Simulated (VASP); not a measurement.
OSZICAR of a VASP run on Mg32O31S:

File OSZICAR:
```
       N       E                     dE             d eps       ncg     rms          rms(c)
DAV:   1     0.226374154988E+04    0.22637E+04   -0.12291E+05   330   0.125E+03
DAV:   2    -0.157151765126E+03   -0.24209E+04   -0.23133E+04   452   0.323E+02
DAV:   3    -0.416134677396E+03   -0.25898E+03   -0.25711E+03   380   0.114E+02
DAV:   4    -0.421048136917E+03   -0.49135E+01   -0.49033E+01   364   0.171E+01
DAV:   5    -0.421099158075E+03   -0.51021E-01   -0.50999E-01   364   0.177E+00    0.401E+01
RMM:   6    -0.372305446398E+03    0.48794E+02   -0.22123E+02   322   0.308E+01    0.133E+01
RMM:   7    -0.372991942453E+03   -0.68650E+00   -0.14178E+01   322   0.701E+00    0.951E+00
RMM:   8    -0.372771597509E+03    0.22034E+00   -0.16071E+00   322   0.433E+00    0.170E+00
RMM:   9    -0.372770439998E+03    0.11575E-02   -0.28993E-01   322   0.113E+00    0.870E-01
RMM:  10    -0.372781876741E+03   -0.11437E-01   -0.10966E-01   322   0.721E-01    0.632E-01
RMM:  11    -0.372772714137E+03    0.91626E-02   -0.22795E-02   322   0.362E-01    0.154E-01
RMM:  12    -0.372774108830E+03   -0.13947E-02   -0.21639E-02   322   0.320E-01    0.225E-01
RMM:  13    -0.372772826359E+03    0.12825E-02   -0.47618E-03   322   0.155E-01    0.352E-02
RMM:  14    -0.372772977679E+03   -0.15132E-03   -0.18947E-03   322   0.929E-02    0.651E-02
RMM:  15    -0.372772887152E+03    0.90526E-04   -0.14597E-04   316   0.314E-02    0.368E-02
RMM:  16    -0.372772867569E+03    0.19584E-04   -0.26852E-04   320   0.348E-02    0.648E-03
RMM:  17    -0.372772867741E+03   -0.17212E-06   -0.17986E-05   194   0.967E-03
   1 F= -.37277287E+03 E0= -.37277287E+03  d E =-.372773E+03
       N       E                     dE             d eps       ncg     rms          rms(c)
DAV:   1    -0.374230778133E+03   -0.14579E+01   -0.86445E+01   324   0.265E+01    0.349E+00
RMM:   2    -0.374534600336E+03   -0.30382E+00   -0.44853E+00   322   0.497E+00    0.181E+00
RMM:   3    -0.374507514427E+03    0.27086E-01   -0.33793E-01   322   0.141E+00    0.195E+00
RMM:   4    -0.374481796457E+03    0.25718E-01   -0.77960E-02   322   0.596E-01    0.141E+00
RMM:   5    -0.374469874694E+03    0.11922E-01   -0.50067E-02   322   0.437E-01    0.249E-01
RMM:   6    -0.374470063924E+03   -0.18923E-03   -0.11201E-02   322   0.202E-01    0.199E-01
RMM:   7    -0.374469943908E+03    0.12002E-03   -0.48873E-03   325   0.107E-01    0.817E-02
RMM:   8    -0.374469795244E+03    0.14866E-03   -0.59462E-04   316   0.424E-02    0.433E-02
RMM:   9    -0.374469797821E+03   -0.25771E-05   -0.18331E-04   293   0.236E-02    0.301E-02
RMM:  10    -0.374469796915E+03    0.90625E-06   -0.21891E-05   209   0.884E-03
   2 F= -.37446980E+03 E0= -.37446980E+03  d E =-.169693E+01
       N       E                     dE             d eps       ncg     rms          rms(c)
DAV:   1    -0.374705324789E+03   -0.23553E+00   -0.66223E+00   340   0.707E+00    0.117E+00
RMM:   2    -0.374720945682E+03   -0.15621E-01   -0.26415E-01   322   0.127E+00    0.477E-01
RMM:   3    -0.374717799519E+03    0.31462E-02   -0.22857E-02   322   0.355E-01    0.313E-01
RMM:   4    -0.374716020489E+03    0.17790E-02   -0.92749E-03   322   0.199E-01    0.155E-01
RMM:   5    -0.374715901199E+03    0.11929E-03   -0.20393E-03   322   0.805E-02    0.922E-02
RMM:   6    -0.374715925000E+03   -0.23801E-04   -0.34786E-04   313   0.354E-02    0.514E-02
RMM:   7    -0.374715926376E+03   -0.13764E-05   -0.11711E-04   279   0.187E-02    0.895E-03
RMM:   8    -0.374715926943E+03   -0.56686E-06   -0.37910E-05   227   0.113E-02
   3 F= -.37471593E+03 E0= -.37471593E+03  d E =-.194306E+01
       N       E                     dE             d eps       ncg     rms          rms(c)
DAV:   1    -0.374901952662E+03   -0.18603E+00   -0.61122E+01   346   0.217E+01    0.139E+00
RMM:   2    -0.375013400060E+03   -0.11145E+00   -0.13500E+00   322   0.305E+00    0.563E-01
RMM:   3    -0.375007838056E+03    0.55620E-02   -0.73572E-02   322   0.789E-01    0.474E-01
RMM:   4    -0.375000927212E+03    0.69108E-02   -0.24547E-02   322   0.371E-01    0.165E-01
RMM:   5    -0.375000673968E+03    0.25324E-03   -0.31491E-03   322   0.128E-01    0.883E-02
RMM:   6    -0.375000679709E+03   -0.57407E-05   -0.59779E-04   322   0.502E-02    0.416E-02
RMM:   7    -0.375000672831E+03    0.68779E-05   -0.22175E-04   312   0.308E-02    0.118E-02
RMM:   8    -0.375000673159E+03   -0.32850E-06   -0.30525E-05   222   0.106E-02
   4 F= -.37500067E+03 E0= -.37500067E+03  d E =-.284746E+00
       N       E                     dE             d eps       ncg     rms          rms(c)
DAV:   1    -0.375009840738E+03   -0.91679E-02   -0.80650E+00   364   0.792E+00    0.486E-01
RMM:   2    -0.375024421782E+03   -0.14581E-01   -0.17755E-01   322   0.111E+00    0.203E-01
RMM:   3    -0.375023665007E+03    0.75677E-03   -0.97396E-03   322   0.286E-01    0.154E-01
RMM:   4    -0.375022763108E+03    0.90190E-03   -0.37903E-03   322   0.144E-01    0.473E-02
RMM:   5    -0.375022751357E+03    0.11751E-04   -0.38090E-04   322   0.463E-02    0.281E-02
RMM:   6    -0.375022754537E+03   -0.31806E-05   -0.10267E-04   292   0.200E-02    0.150E-02
RMM:   7    -0.375022753543E+03    0.99458E-06   -0.38621E-05   245   0.127E-02
   5 F= -.37502275E+03 E0= -.37502275E+03  d E =-.306827E+00
       N       E                     dE             d eps       ncg     rms          rms(c)
DAV:   1    -0.375036836800E+03   -0.14082E-01   -0.13053E+01   348   0.103E+01    0.671E-01
RMM:   2    -0.375061343230E+03   -0.24506E-01   -0.30817E-01   322   0.149E+00    0.269E-01
RMM:   3    -0.375059576577E+03    0.17667E-02   -0.17405E-02   322   0.388E-01    0.195E-01
RMM:   4    -0.375057998326E+03    0.15783E-02   -0.65848E-03   322   0.187E-01    0.527E-02
RMM:   5    -0.375057995218E+03    0.31084E-05   -0.59950E-04   322   0.592E-02    0.311E-02
RMM:   6    -0.375057997167E+03   -0.19492E-05   -0.19182E-04   300   0.273E-02    0.122E-02
RMM:   7    -0.375057997490E+03   -0.32286E-06   -0.39700E-05   242   0.129E-02
   6 F= -.37505800E+03 E0= -.37505800E+03  d E =-.352439E-01
       N       E                     dE             d eps       ncg     rms          rms(c)
DAV:   1    -0.375058596914E+03   -0.59975E-03   -0.26632E-01   396   0.147E+00    0.932E-02
RMM:   2    -0.375059097230E+03   -0.50032E-03   -0.63044E-03   322   0.213E-01    0.384E-02
RMM:   3    -0.375059059850E+03    0.37380E-04   -0.35014E-04   322   0.553E-02    0.266E-02
RMM:   4    -0.375059027036E+03    0.32814E-04   -0.14692E-04   309   0.277E-02    0.745E-03
RMM:   5    -0.375059026816E+03    0.21989E-06   -0.11495E-05   197   0.836E-03
   7 F= -.37505903E+03 E0= -.37505903E+03  d E =-.362733E-01
       N       E                     dE             d eps       ncg     rms          rms(c)
DAV:   1    -0.375063738630E+03   -0.47116E-02   -0.14454E+00   364   0.348E+00    0.192E-01
RMM:   2    -0.375066558899E+03   -0.28203E-02   -0.32865E-02   322   0.493E-01    0.891E-02
RMM:   3    -0.375066462433E+03    0.96467E-04   -0.17270E-03   322   0.121E-01    0.653E-02
RMM:   4    -0.375066321387E+03    0.14105E-03   -0.71663E-04   322   0.649E-02    0.196E-02
RMM:   5    -0.375066317071E+03    0.43159E-05   -0.52551E-05   276   0.184E-02
   8 F= -.37506632E+03 E0= -.37506632E+03  d E =-.729025E-02
       N       E                     dE             d eps       ncg     rms          rms(c)
DAV:   1    -0.375066203846E+03    0.11754E-03   -0.77903E-01   364   0.256E+00    0.141E-01
RMM:   2    -0.375067752047E+03   -0.15482E-02   -0.17820E-02   322   0.363E-01    0.671E-02
RMM:   3    -0.375067700892E+03    0.51155E-04   -0.93884E-04   322   0.894E-02    0.490E-02
RMM:   4    -0.375067625313E+03    0.75579E-04   -0.39675E-04   322   0.482E-02    0.151E-02
RMM:   5    -0.375067622370E+03    0.29437E-05   -0.30977E-05   221   0.138E-02
   9 F= -.37506762E+03 E0= -.37506762E+03  d E =-.859555E-02
       N       E                     dE             d eps       ncg     rms          rms(c)
DAV:   1    -0.375068151541E+03   -0.52623E-03   -0.78241E-01   372   0.254E+00    0.137E-01
RMM:   2    -0.375069501081E+03   -0.13495E-02   -0.16445E-02   322   0.349E-01    0.623E-02
RMM:   3    -0.375069414048E+03    0.87033E-04   -0.86236E-04   322   0.868E-02    0.459E-02
RMM:   4    -0.375069321825E+03    0.92223E-04   -0.44233E-04   322   0.480E-02    0.141E-02
RMM:   5    -0.375069319634E+03    0.21905E-05   -0.42759E-05   252   0.153E-02
  10 F= -.37506932E+03 E0= -.37506932E+03  d E =-.169726E-02
       N       E                     dE             d eps       ncg     rms          rms(c)
DAV:   1    -0.375069323650E+03   -0.18248E-05   -0.98999E-04   356   0.889E-02    0.731E-03
RMM:   2    -0.375069324942E+03   -0.12928E-05   -0.23616E-05   210   0.131E-02    0.312E-03
RMM:   3    -0.375069324750E+03    0.19232E-06   -0.13973E-06   186   0.330E-03    0.202E-03
RMM:   4    -0.375069324593E+03    0.15749E-06   -0.23515E-08    55   0.162E-03
  11 F= -.37506932E+03 E0= -.37506932E+03  d E =-.170222E-02
```

### Question
Which electronic solver shows in the log?

### Answer
It is blocked Davidson (ALGO = Normal, or the opening steps of other solvers) and then RMM-DIIS (ALGO = Fast or VeryFast). The INCAR had ALGO = Fast.

### Question
Can the final energy be trusted as converged?

### Answer
The calculation finished and met its thresholds. It stopped with EDIFF = 1E-5, NELM = 100, NSW = 60 and EDIFFG = -0.03 after 11 ionic steps (PBE GGA, plane waves, VASP's PBE PAW potentials (set 64)).  The supercell is sampled at Γ alone, which is coarse: total energies, pressure and levels can be off, energies of defects by several tenths of an eV.

The cell is a supercell with a defect, built from MgO (rock salt): S_O. The run is not spin-polarised, so no state with unpaired spins was tried.
